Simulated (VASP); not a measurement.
# CS2 under changes of volume

One of the cells (26.694 Å³/atom); the others are scaled copies at fixed shape and fractional positions:

```
CELL_PARAMETERS angstrom
3.16372 -2.76630 0.00000
3.16372 2.76630 0.00000
0.00000 0.00000 9.15029
ATOMIC_POSITIONS crystal
S 0.19541 0.80459 0.87796
S 0.30459 0.69541 0.37796
S 0.69541 0.30459 0.62204
S 0.80459 0.19541 0.12204
C 0.50000 0.50000 0.50000
C 0.00000 0.00000 0.00000
```

The cell comes from a database or a generator and needn't be the stable form of this composition.

| Item | Value |
| --- | --- |
| Program | VASP 6.6.1 |
| Functional | PBEsol |
| Potentials or basis | VASP PAW PBE potentials, release 64 (S, C) |
| Cutoff | 520 eV |
| k mesh | 6 × 6 × 4 |
| Occupations | gaussian, width 0.02 eV |
| Spin | no spin polarisation |

```csv
volume (Å³/atom),energy over the lowest point (meV/atom),pressure (GPa),gap on the mesh (eV),largest force (eV/Å)
25.626,8.74,2.6,2.95,1.150
26.160,?,?,?,?
26.694,0.00,0.0,2.93,0.013
27.228,1.64,-1.1,2.92,0.502
27.762,6.80,-2.1,2.91,0.981
```

Task: What does the run at 26.160 Å³/atom give?

Result: Energy over the lowest point 2.23 meV/atom; pressure 1.2 GPa; gap on the mesh 2.94 eV; largest force 0.561 eV/Å.

Worked out: A Birch-Murnaghan fit of order 2 (a polynomial in V^(-2/3)) to the other rows has its minimum at 26.73 Å³/atom with B0 = V·E''(V) = 58 GPa at fixed shape and positions, which overstates the stiffness. It gives 2.23 meV/atom at 26.160 Å³/atom, against the run's 2.23, and -dE/dV = 1.3 GPa, against 1.2. A straight line through the other rows of the gap, of slope -0.499 eV per unit of ln V, gives 2.94 eV, against the run's 2.94.

Energies are extrapolated to zero smearing.

Caveats: the PAW data sets were made with another functional, which shifts forces and pressure a little.

A mesh can miss the band edges.
